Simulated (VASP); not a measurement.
Consider the following.

```
Al3Sc
1.0
    4.11307     0.00000     0.00000
    0.00000     4.11307     0.00000
    0.00000     0.00000     4.11307
Sc Al
1 3
Cartesian
  0.00000   0.00000   0.00000
  0.00000   2.05653   2.05653
  2.05653   0.00000   2.05653
  2.05653   2.05653   0.00000
```

The numbers are results of PBEsol GGA, VASP's PBE PAW potentials (set 64) (plane waves; VASP 6.6.1), not measurements. Run with 520 eV cut-off, 8×8×8 Γ-centred mesh, first-order Methfessel-Paxton smearing of 0.10 eV, potentials Sc_sv Al.

Task: Give the stress tensor in GPa (positive for a compressed cell).

Result: 
```
-2.49   0.00   0.00
 0.00  -2.49   0.00
 0.00   0.00  -2.49
```
The pressure is its mean diagonal, -2.49 GPa.

The compound is Al3Sc in the L1_2 structure. This cell is one point of a volume scan, at 1.03 of the reference volume.
